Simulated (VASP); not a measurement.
A convergence study with VASP on CaO (rock salt): a few settings are varied, all else stays as given below, so the limit is that of these other settings.

```xyz
2
Lattice="0.0000 2.4050 2.4050 2.4050 0.0000 2.4050 2.4050 2.4050 0.0000" Properties=species:S:1:pos:R:3 pbc="T T T"
Ca     0.0000     0.0000     0.0000
O      2.4050     2.4050     2.4050
```

Level of theory: HSE06 screened hybrid, VASP's PBE PAW potentials (set 64) (plane waves; VASP 6.6.1). The last row used: 520 eV cut-off, 4×4×4 Γ-centred mesh, Gaussian smearing of 0.050 eV, potentials Ca_sv O.

Gaps are read on the run's mesh, which can miss a band edge.

| setting | E (eV/atom) | pressure (GPa) | gap on the mesh (eV) | electronic steps |
|---|---|---|---|---|
| ENCUT = 300, PRECFOCK = Fast | -7.5437 | -25.95 | 5.418 | 20 |
| ENCUT = 400, PRECFOCK = Fast | -7.4645 | -3.11 | 5.334 | 20 |
| ENCUT = 300, PRECFOCK = Normal | -7.5457 | -25.87 | 5.419 | 20 |
| ENCUT = 400, PRECFOCK = Normal | -7.4646 | -3.10 | 5.334 | 20 |
| ENCUT = 520, PRECFOCK = Normal | -7.4486 | -0.12 | 5.319 | 20 |
| ENCUT = 300, PRECFOCK = Accurate | -7.5457 | -25.87 | 5.419 | 20 |
| ENCUT = 400, PRECFOCK = Accurate | -7.4646 | -3.09 | 5.334 | 20 |
| ENCUT = 520, PRECFOCK = Accurate | -7.4486 | -0.12 | 5.319 | 20 |

Left out are rungs that failed or repeat a setting and relaxations that didn't move; long series are thinned to 24 rows.

The compound is CaO in the rock salt structure. The cell was not relaxed at this level.
